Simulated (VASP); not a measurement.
# Sb2TeO2 (P4/mbm) in VASP: density of states with PBE

Aim: the density of states of Sb2TeO2 with PBE.

All numbers are computed with VASP 6.6.1; they aren't measurements. Logs are shortened: lines on timing, memory, paths and dates and some standing lists are left out, and cuts for length are marked.

## Step 1: Starting point

The structure is tetragonal, space group P4/mbm (No. 127). Conventional cell: a = 8.851 Å, b = 8.851 Å, c = 3.231 Å, α = 90.00°, β = 90.00°, γ = 90.00°. Around Sb (site symmetry m2m) lie 2 O at 2.04 Å. Te (site symmetry 4/m) is surrounded by 4 Sb at 3.15 Å and 2 Te at 3.23 Å. Around O (site symmetry m2m) lie 2 Sb at 2.04 Å.

The cell was built by a generator and needn't be a form met in nature.

## Step 2: Density of states, PBE

POSCAR

```
Sb2TeO2
1.0
    8.8505700000      0.0000000000      0.0000000000
    0.0000000000      8.8505700000      0.0000000000
    0.0000000000      0.0000000000      3.2305200000
Sb Te O
4 2 4
Direct
    0.2786590000      0.7786590000      0.0000000000
    0.2213410000      0.2786590000      0.0000000000
    0.7213410000      0.2213410000      0.0000000000
    0.7786590000      0.7213410000      0.0000000000
    0.0000000000      0.0000000000      0.0000000000
    0.5000000000      0.5000000000      0.0000000000
    0.1792130000      0.6792130000      0.5000000000
    0.3207870000      0.1792130000      0.5000000000
    0.8207870000      0.3207870000      0.5000000000
    0.6792130000      0.8207870000      0.5000000000
```

INCAR.step1

```
PREC = Accurate
ENCUT = 520
EDIFF = 1E-6
ISMEAR = 0
SIGMA = 0.1
LREAL = False
LASPH = True
NELM = 100
ALGO = Normal
ISIF = 2
LWAVE = False
LCHARG = True
GGA = PE
KPAR = 4
```

KPOINTS.step1

```
Automatic mesh
0
Gamma
  4 4 10
```

INCAR.step2

```
PREC = Accurate
ENCUT = 520
EDIFF = 1E-6
ISMEAR = -5
SIGMA = 0.1
LREAL = False
LASPH = True
NELM = 100
ALGO = Normal
ISIF = 2
LWAVE = False
LCHARG = False
GGA = PE
LORBIT = 11
KPAR = 4
NEDOS = 2001
ICHARG = 11
```

KPOINTS.step2

```
Automatic mesh
0
Gamma
  6 6 15
```

Potentials or basis: VASP PAW PBE potentials, release 64 (Sb, Te, O).

The run is started by

```
$ cat potpaw_PBE.64/Sb/POTCAR potpaw_PBE.64/Te/POTCAR potpaw_PBE.64/O/POTCAR > POTCAR
$ cp INCAR.step1 INCAR
$ cp KPOINTS.step1 KPOINTS
$ mpirun -np 4 vasp_std > vasp.out
$ cp INCAR.step2 INCAR
$ cp KPOINTS.step2 KPOINTS
$ mpirun -np 4 vasp_std > vasp.out
```

OUTCAR:

```text
PREC = Accurate
   ENCUT = 520
   EDIFF = 1E-6
   ISMEAR = -5
   LREAL = False
   LASPH = True
   NELM = 100
   ISIF = 2
   GGA = PE
   LORBIT = 11
   ICHARG = 11

 ion  position               nearest neighbor table
   1  0.279  0.779  0.000-   7 2.04   7 2.04   5 3.15   6 3.15
   2  0.221  0.279  0.000-   8 2.04   8 2.04   5 3.15   6 3.15
   3  0.721  0.221  0.000-   9 2.04   9 2.04   5 3.15   6 3.15
   4  0.779  0.721  0.000-  10 2.04  10 2.04   5 3.15   6 3.15
   5  0.000  0.000  0.000-   1 3.15   2 3.15   3 3.15   4 3.15
   6  0.500  0.500  0.000-   1 3.15   2 3.15   3 3.15   4 3.15
   7  0.179  0.679  0.500-   1 2.04   1 2.04
   8  0.321  0.179  0.500-   2 2.04   2 2.04
   9  0.821  0.321  0.500-   3 2.04   3 2.04
  10  0.679  0.821  0.500-   4 2.04   4 2.04

  LATTYP: Found a simple tetragonal cell.
 ALAT       =     8.8505700000
 C/A-ratio  =     0.3650069995

  Lattice vectors:

 A1 = (   8.8505700000,   0.0000000000,   0.0000000000)
 A2 = (   0.0000000000,   8.8505700000,   0.0000000000)
 A3 = (   0.0000000000,   0.0000000000,   3.2305200000)

Analysis of symmetry for initial positions (statically):
=====================================================================
 Subroutine PRICEL returns:
 Original cell was already a primitive cell.

 Routine SETGRP: Setting up the symmetry group for a
 simple tetragonal supercell.

 Subroutine GETGRP returns: Found 16 space group operations
 (whereof  8 operations were pure point group operations)
 out of a pool of 16 trial point group operations.

The static configuration has the point symmetry C_4h.
 The point group associated with its full space group is D_4h.

Analysis of symmetry for dynamics (positions and initial velocities):
=====================================================================
 Subroutine PRICEL returns:
 Original cell was already a primitive cell.

 Routine SETGRP: Setting up the symmetry group for a
 simple tetragonal supercell.

 Subroutine GETGRP returns: Found 16 space group operations
 (whereof  8 operations were pure point group operations)
 out of a pool of 16 trial point group operations.

The dynamic configuration has the point symmetry C_4h.
 The point group associated with its full space group is D_4h.

 Subroutine INISYM returns: Found 16 space group operations
 (whereof  8 operations are pure point group operations),
 and found     1 'primitive' translations

----------------------------------------------------------------------------------------

                                     Primitive cell

  volume of cell :     253.0550

  direct lattice vectors                    reciprocal lattice vectors
     8.850570000  0.000000000  0.000000000     0.112987073  0.000000000  0.000000000
     0.000000000  8.850570000  0.000000000     0.000000000  0.112987073  0.000000000
     0.000000000  0.000000000  3.230520000     0.000000000  0.000000000  0.309547689

  length of vectors
     8.850570000  8.850570000  3.230520000     0.112987073  0.112987073  0.309547689

  position of ions in fractional coordinates (direct lattice)
     0.278659000  0.778659000  0.000000000
     0.221341000  0.278659000  0.000000000
     0.721341000  0.221341000  0.000000000
     0.778659000  0.721341000  0.000000000
     0.000000000  0.000000000  0.000000000
     0.500000000  0.500000000  0.000000000
     0.179213000  0.679213000  0.500000000
     0.320787000  0.179213000  0.500000000
     0.820787000  0.320787000  0.500000000
     0.679213000  0.820787000  0.500000000

  ion indices of the primitive-cell ions
   primitive index   ion index
                 1           1
                 2           2
                 3           3
                 4           4
                 5           5
                 6           6
                 7           7
                 8           8
                 9           9
                10          10

----------------------------------------------------------------------------------------

 KPOINTS: Automatic mesh

Automatic generation of k-mesh.
 Grid dimensions read from file:
 generate k-points for:    6    6   15

 Generating k-lattice:

  Cartesian coordinates                     Fractional coordinates (reciprocal lattice)
     0.018831179  0.000000000  0.000000000     0.166666667  0.000000000  0.000000000
     0.000000000  0.018831179  0.000000000     0.000000000  0.166666667  0.000000000
     0.000000000  0.000000000  0.020636513     0.000000000  0.000000000  0.066666667

  Length of vectors
     0.018831179  0.018831179  0.020636513

  Shift w.r.t. Gamma in fractional coordinates (k-lattice)
     0.000000000  0.000000000  0.000000000

 TETIRR: Found    813 inequivalent tetrahedra from     3240

 Subroutine IBZKPT returns following result:
 ===========================================

 Found     80 irreducible k-points:

 Following reciprocal coordinates:
            Coordinates               Weight
  0.000000  0.000000  0.000000      1.000000
  0.166667  0.000000  0.000000      4.000000
  0.333333  0.000000  0.000000      4.000000
  0.500000  0.000000  0.000000      2.000000
  0.166667  0.166667  0.000000      4.000000
  0.333333  0.166667  0.000000      8.000000
[... 16 lines left out ...]
  0.333333  0.000000  0.133333      8.000000
  0.500000  0.000000  0.133333      4.000000
 [... further k-points ...]
   k-points           NKPTS =     80   k-points in BZ     NKDIM =     80   number of bands    NBANDS=     34
   number of dos      NEDOS =   2001   number of ions     NIONS =     10
   total plane-waves  NPLWV = 117600
   dimension x,y,z NGX =    70 NGY =   70 NGZ =   24
   dimension x,y,z NGXF=   140 NGYF=  140 NGZF=   48
   ions per type =               4   2   4
   NGX,Y,Z   is equivalent  to a cutoff of  13.15, 13.15, 12.35 a.u.
   NGXF,Y,Z  is equivalent  to a cutoff of  26.30, 26.30, 24.70 a.u.
 SYSTEM =  unknown system
   PREC   = accura    normal or accurate (medium, high low for compatibility)
   ISTART =      0    job   : 0-new  1-cont  2-samecut
   ICHARG =     11    charge: 1-file 2-atom 10-const
   ISPIN  =      1    spin polarized calculation?
   LNONCOLLINEAR =      F non collinear calculations
   LSORBIT =      F    spin-orbit coupling
   LASPH  =      T    aspherical Exc in radial PAW
   ENCUT  =  520.0 eV  38.22 Ry    6.18 a.u.  16.46 16.46  6.01*2*pi/ulx,y,z
   NELM   =    100;   NELMIN=  2; NELMDL=  0     # of ELM steps
   EDIFF  = 0.1E-05   stopping-criterion for ELM
   LREAL  =      F    real-space projection
   EDIFFG = 0.1E-04   stopping-criterion for IOM
   NSW    =      0    number of steps for IOM
   IBRION =     -1    ionic relax: 0-MD 1-quasi-New 2-CG
   NFREE  =      0    steps in history (QN), initial steepest desc. (CG)
   ISIF   =      2    stress and relaxation
   ISYM   =      2    0-nonsym 1-usesym 2-fastsym
   POTIM  = 0.5000    time-step for ionic-motion
   TEBEG  =    0.0;   TEEND  =   0.0 temperature during run
   PSTRESS=    0.0 pullay stress
   NELECT =      56.0000    total number of electrons
   NUPDOWN=      -1.0000    fix difference up-down
   EMIN   =  10.00;   EMAX   =-10.00  energy-range for DOS
   EFERMI =   0.00;   METHOD = LEGACY
   ISMEAR =    -5;   SIGMA  =   0.10  broadening in eV -4-tet -1-fermi 0-gaus
   EFERMI_NEDOS =   21; number of points for ismear=-14 and -15
   IALGO  =     38    algorithm
   IMIX   =      4    mixing-type and parameters
     AMIX     =   0.40;   BMIX     =  1.00
     AMIX_MAG =   1.60;   BMIX_MAG =  1.00
  volume/ion in A,a.u.               =      25.31       170.77
  Fermi-wavevector in a.u.,A,eV,Ry     =   0.990222  1.871248 13.341049  0.980539
  Thomas-Fermi vector in A             =   2.121877
   LORBIT       =     11    0 simple, 1 ext, 2 COOP (PROOUT), +10 PAW based schemes
   GGA     = PE    functional components
   LHFCALC =     F    Hartree Fock is set to
   AEXX    =    0.0000 exact exchange contribution
   IVDW    =     0    specifies the selected vdW correction
   LEPSILON=     F    determine dielectric tensor
   LRPA    =     F    only Hartree local field effects (RPA)
 non-spin polarized calculation
 Fermi weights with tetrahedron method with Bloechl corrections
  energy-cutoff  :      520.00
  volume of cell :      253.05
 maximum number of plane-waves:      6868
 NGX is ok and might be reduce to    70

 number of electron      56.0000000 magnetization

 Free energy of the ion-electron system (eV)
  ---------------------------------------------------
  ext. energy  EPLUGINS =         0.00000000
  ---------------------------------------------------
  free energy    TOTEN  =       -48.73220119 eV

  energy without entropy =      -48.73220119  energy(sigma->0) =      -48.73220119

 E-fermi :   5.2895     XC(G=0):  -8.7226

 val. band max:        5.3995120819   @ k =   0.3333   0.0000   0.1333
 cond. band min:       5.0984243975   @ k =   0.5000   0.5000   0.4667
 fundamental gap:     -0.3010876844
 Fermi energy:         5.2895477215

 k-point     1 :       0.0000    0.0000    0.0000
  band No.  band energies     occupation
      1     -14.7198      2.00000
      2     -14.6815      2.00000
      3     -14.6815      2.00000
      4     -14.6543      2.00000
      5      -7.1845      2.00000
      6      -7.1641      2.00000
[... 26 lines left out ...]
     33       7.1744      0.00000
     34       7.2371      0.00000
[... 820 lines left out ...]
      4     -14.5664      2.00000
      5      -7.0033      2.00000
      6      -7.0033      2.00000
[... 26 lines left out ...]
     33       6.7316      0.00000
     34       6.7316      0.00000

 [... further k-points ...]

------------------------ aborting loop because EDIFF is reached ----------------------------------------

  FORCE on cell =-STRESS in cart. coord.  units (eV):
  Direction    XX          YY          ZZ          XY          YZ          ZX
  --------------------------------------------------------------------------------------
  -------------------------------------------------------------------------------------
  Total       -0.1442088     -0.1442088      0.1275255      0.0000000      0.0000000      0.0000000
  in kB       -0.9130352     -0.9130352      0.8074070      0.0000000      0.0000000      0.0000000
  external PRESSURE =      -0.3395545 kB  Pullay stress =       0.0000000 kB

 VOLUME and BASIS-vectors are now :
 -----------------------------------------------------------------------------
  energy-cutoff  :      520.00
  volume of cell :      253.05
      direct lattice vectors                 reciprocal lattice vectors
     8.850570000  0.000000000  0.000000000     0.112987073  0.000000000  0.000000000
     0.000000000  8.850570000  0.000000000     0.000000000  0.112987073  0.000000000
     0.000000000  0.000000000  3.230520000     0.000000000  0.000000000  0.309547689

 POSITION                                       TOTAL-FORCE (eV/Angst)
 -----------------------------------------------------------------------------------
      2.46629      6.89158      0.00000        -0.000843     -0.000843      0.000000
      1.95899      2.46629      0.00000         0.000843     -0.000843      0.000000
      6.38428      1.95899      0.00000         0.000843      0.000843      0.000000
      6.89158      6.38428      0.00000        -0.000843      0.000843     -0.000000
      0.00000      0.00000      0.00000        -0.000000      0.000000      0.000000
      4.42528      4.42528      0.00000        -0.000000      0.000000      0.000000
      1.58614      6.01142      1.61526        -0.001587     -0.001587      0.000000
      2.83915      1.58614      1.61526         0.001587     -0.001587      0.000000
      7.26443      2.83915      1.61526         0.001587      0.001587      0.000000
      6.01142      7.26443      1.61526        -0.001587      0.001587     -0.000000
 -----------------------------------------------------------------------------------
    total drift:                                0.000000      0.000000      0.000000

  FREE ENERGIE OF THE ION-ELECTRON SYSTEM (eV)
  ---------------------------------------------------
  free  energy   TOTEN  =       -48.7322011886 eV

  energy  without entropy=      -48.7322011886  energy(sigma->0) =      -48.73220119

 total charge

# of ion       s       p       d       tot
------------------------------------------
    1        1.229   0.985   0.082   2.297
    2        1.229   0.985   0.082   2.297
    3        1.229   0.985   0.082   2.297
    4        1.229   0.985   0.082   2.297
    5        1.404   1.890   0.041   3.334
    6        1.404   1.890   0.041   3.334
    7        1.589   3.369   0.000   4.957
    8        1.589   3.369   0.000   4.957
    9        1.589   3.369   0.000   4.957
   10        1.589   3.369   0.000   4.957
--------------------------------------------------
tot         14.079  21.194   0.412  35.684
```

It took 5.1 min on 4 MPI ranks of Intel Xeon Platinum 8488C (Sapphire Rapids), shared host; peak memory 0.72 GiB.

What came out:

```
Valence electrons inside the program's atomic spheres : Sb 2.30; Te 3.33; O 4.96
```

States per cell in windows of 0.5 eV (zero at the Fermi level; states under -8 eV left out):
```
from (eV)  total  O7_p  O8_p  O9_p  O10_p  Te5_p  Te6_p
     -8.0   0.00  0.00  0.00  0.00   0.00   0.00   0.00
     -7.5   0.00  0.00  0.00  0.00   0.00   0.00   0.00
     -7.0   0.00  0.00  0.00  0.00   0.00   0.00   0.00
     -6.5   4.34  0.41  0.41  0.41   0.41   0.05   0.05
     -6.0   3.94  0.40  0.40  0.40   0.40   0.06   0.06
     -5.5   3.13  0.33  0.33  0.33   0.33   0.09   0.09
     -5.0   3.17  0.26  0.26  0.26   0.26   0.16   0.16
     -4.5   2.50  0.21  0.21  0.21   0.21   0.09   0.09
     -4.0   5.39  0.60  0.60  0.60   0.60   0.13   0.13
     -3.5   3.84  0.39  0.39  0.39   0.39   0.20   0.20
     -3.0   3.58  0.30  0.30  0.30   0.30   0.30   0.30
     -2.5   2.60  0.13  0.13  0.13   0.13   0.31   0.31
     -2.0   1.33  0.03  0.03  0.03   0.03   0.20   0.20
     -1.5   0.83  0.01  0.01  0.01   0.01   0.15   0.15
     -1.0   0.39  0.01  0.01  0.01   0.01   0.05   0.05
     -0.5   1.15  0.02  0.02  0.02   0.02   0.06   0.06
      0.0   2.32  0.05  0.05  0.05   0.05   0.11   0.11
      0.5   2.58  0.09  0.09  0.09   0.09   0.06   0.06
      1.0   3.49  0.11  0.11  0.11   0.11   0.16   0.16
      1.5   2.71  0.08  0.08  0.08   0.08   0.21   0.21
      2.0   0.91  0.03  0.03  0.03   0.03   0.02   0.02
      2.5   0.00  0.00  0.00  0.00   0.00   0.00   0.00
```

Caveat: tetrahedron occupations give inexact forces and stress in metals.
